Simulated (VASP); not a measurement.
Calculation: PBE GGA, VASP's PBE PAW potentials (set 64) (plane waves; VASP 6.6.1).

Input for VASP

### INCAR
```
! general
SYSTEM  =  AlN
PREC    =  Accurate
ENCUT   =  400   ! plane-wave cut-off (eV)
LREAL   =  .False.
LASPH   =  .True.

! electronic loop
EDIFF   =  1E-6
NELM    =  100
ALGO    =  Normal   ! blocked Davidson

! smearing
ISMEAR  =  -1   ! Fermi-Dirac
SIGMA   =  0.02   ! width (eV)

! functional
GGA     =  PE

! ions
ISIF    =  2

! output
LWAVE   =  .False.
LCHARG  =  .False.
```

### POSCAR
```
AlN
1
    3.0313720000     0.0000000000     0.0000000000
   -1.5156860000     2.6252450000     0.0000000000
    0.0000000000     0.0000000000     4.8610630000
Al N
2 2
Direct
  0.6666670000   0.3333330000   0.4992900000
  0.3333330000   0.6666670000   0.9992900000
  0.6666670000   0.3333330000   0.8807100000
  0.3333330000   0.6666670000   0.3807100000
```

### KPOINTS
```
Automatic mesh
0
Gamma
6 6 4
0 0 0
```

POTCAR, in this order: Al N (PBE.64 set). Program: vasp_std.

Output

File OUTCAR:
```
 ion  position               nearest neighbor table
   1  0.667  0.333  0.499-   4 1.84   4 1.84   4 1.84   3 1.85   2 3.00   2 3.00   2 3.00   2 3.00
                             2 3.00   2 3.00
   2  0.333  0.667  0.999-   3 1.84   3 1.84   3 1.84   4 1.85   1 3.00   1 3.00   1 3.00   1 3.00
                             1 3.00   1 3.00
   3  0.667  0.333  0.881-   2 1.84   2 1.84   2 1.84   1 1.85
   4  0.333  0.667  0.381-   1 1.84   1 1.84   1 1.84   2 1.85
  LATTYP: Found a hexagonal cell.
 ALAT       =     3.0313720000
 C/A-ratio  =     1.6035851093
 Subroutine PRICEL returns:
 Original cell was already a primitive cell.
 Subroutine GETGRP returns: Found 12 space group operations
The static configuration has the point symmetry C_3v.
 The point group associated with its full space group is C_6v.
The dynamic configuration has the point symmetry C_3v.
 Subroutine INISYM returns: Found 12 space group operations
 Subroutine IBZKPT returns following result:
 Found     21 irreducible k-points:

 Following reciprocal coordinates:
            Coordinates               Weight
  0.000000  0.000000  0.000000      1.000000
  0.166667  0.000000  0.000000      6.000000
  0.333333 -0.000000  0.000000      6.000000
  0.500000  0.000000  0.000000      3.000000
  0.166667  0.166667  0.000000      6.000000
  0.333333  0.166667  0.000000     12.000000
  0.333333  0.333333  0.000000      2.000000
  0.000000  0.000000  0.250000      2.000000
  0.166667  0.000000  0.250000     12.000000
  0.333333 -0.000000  0.250000     12.000000
  0.500000  0.000000  0.250000      6.000000
  0.166667  0.166667  0.250000     12.000000
  0.333333  0.166667  0.250000     24.000000
  0.333333  0.333333  0.250000      4.000000
  0.000000  0.000000  0.500000      1.000000
  0.166667  0.000000  0.500000      6.000000
  0.333333 -0.000000  0.500000      6.000000
  0.500000  0.000000  0.500000      3.000000
...
```

### OSZICAR
```
       N       E                     dE             d eps       ncg     rms          rms(c)
DAV:   1     0.381854858235E+02    0.38185E+02   -0.65389E+03   520   0.960E+02
DAV:   2    -0.318179402176E+02   -0.70003E+02   -0.64548E+02   696   0.197E+02
DAV:   3    -0.345297202178E+02   -0.27118E+01   -0.27037E+01   656   0.427E+01
DAV:   4    -0.345476765508E+02   -0.17956E-01   -0.17954E-01   584   0.401E+00
DAV:   5    -0.345479222985E+02   -0.24575E-03   -0.24575E-03   640   0.471E-01    0.127E+01
DAV:   6    -0.295482688612E+02    0.49997E+01   -0.16685E+01   580   0.309E+01    0.458E+00
DAV:   7    -0.295362732195E+02    0.11996E-01   -0.69448E-01   568   0.633E+00    0.313E+00
DAV:   8    -0.295301009014E+02    0.61723E-02   -0.72473E-02   528   0.261E+00    0.471E-01
DAV:   9    -0.295255565450E+02    0.45444E-02   -0.19032E-02   612   0.103E+00    0.238E-01
DAV:  10    -0.295260384798E+02   -0.48193E-03   -0.19318E-03   572   0.339E-01    0.145E-01
DAV:  11    -0.295259704129E+02    0.68067E-04   -0.19875E-04   584   0.108E-01    0.318E-02
DAV:  12    -0.295259717713E+02   -0.13584E-05   -0.52325E-06   544   0.230E-02    0.557E-03
DAV:  13    -0.295259714073E+02    0.36400E-06   -0.46676E-06   576   0.160E-02
   1 F= -.29525971E+02 E0= -.29525971E+02  d E =-.994453E-12
```

File OUTCAR:
```
------------------------ aborting loop because EDIFF is reached ----------------------------------------
  FORCE on cell =-STRESS in cart. coord.  units (eV):
  Direction    XX          YY          ZZ          XY          YZ          ZX
  --------------------------------------------------------------------------------------
  Total        4.5465228      4.5465223      4.1651773      0.0000000      0.0000000      0.0000000
  in kB      188.2997031    188.2996801    172.5058207      0.0000000      0.0000000      0.0000000
  external PRESSURE =     183.0350680 kB  Pullay stress =       0.0000000 kB
  volume of cell :       38.68
      direct lattice vectors                 reciprocal lattice vectors
     3.031372000  0.000000000  0.000000000     0.329883630  0.190458414  0.000000000
    -1.515686000  2.625245000  0.000000000     0.000000000  0.380916829  0.000000000
     0.000000000  0.000000000  4.861063000     0.000000000  0.000000000  0.205716322
  FREE ENERGIE OF THE ION-ELECTRON SYSTEM (eV)
  ---------------------------------------------------
  free  energy   TOTEN  =       -29.5259714073 eV

  energy  without entropy=      -29.5259714073  energy(sigma->0) =      -29.52597141
```
(Selected blocks of OUTCAR.)

At this cut-off the stress carries a Pulay error, which pulls relaxed volumes low.

The structure comes from a computed database's AlN entry; how it stands against other phases isn't given here. The cell was not relaxed at this level, and its volume differs by -5.9 % from the start's.
